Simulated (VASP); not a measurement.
Data:

```
CELL_PARAMETERS angstrom
      3.05645     0.00000     0.00000
      0.00000     3.05645     0.00000
      0.00000     0.00000     3.61442
ATOMIC_POSITIONS crystal
  Hf 0.50000 0.50000 0.00000
  Ir 0.00000 0.00000 0.50000
```

Computed with PBEsol GGA, VASP's PBE PAW potentials (set 64) (plane waves; VASP 6.6.1). Numerical set-up: 400 eV cut-off, Gaussian smearing of 0.050 eV, potentials Hf_pv Ir.

### Question
Give the energies of bands 4 to 12 at the high-symmetry points, in eV from the Fermi level.

### Answer

```json
[
 {"band": "4", "Γ": "-9.36", "X": "-5.30", "M": "-6.12", "Z": "-6.21", "R": "-6.42", "A": "-4.44"},
 {"band": "5", "Γ": "-5.91", "X": "-4.47", "M": "-6.12", "Z": "-5.43", "R": "-6.02", "A": "-3.75"},
 {"band": "6", "Γ": "-5.67", "X": "-4.00", "M": "-4.92", "Z": "-4.65", "R": "-3.46", "A": "-3.75"},
 {"band": "7", "Γ": "-2.66", "X": "-3.32", "M": "-4.92", "Z": "-2.18", "R": "-3.27", "A": "-2.95"},
 {"band": "8", "Γ": "-2.66", "X": "-2.49", "M": "-0.07", "Z": "-2.18", "R": "-1.93", "A": "-2.11"},
 {"band": "9", "Γ": "-1.58", "X": "-1.77", "M": "1.04", "Z": "-1.61", "R": "0.03", "A": "-2.11"},
 {"band": "10", "Γ": "0.55", "X": "-1.00", "M": "1.33", "Z": "-1.52", "R": "0.27", "A": "-1.25"},
 {"band": "11", "Γ": "2.44", "X": "-0.41", "M": "1.33", "Z": "-1.24", "R": "0.50", "A": "-0.05"},
 {"band": "12", "Γ": "4.93", "X": "0.89", "M": "4.37", "Z": "2.11", "R": "1.32", "A": "4.12"}
]
```

It has no gap at this level: it comes out as a metal or semimetal.

The structure comes from a computed database's HfIr entry (P4/mmm); how it stands against other phases isn't given here. It was relaxed first. The electron count is odd and the run is not spin-polarised, which forces a metal.
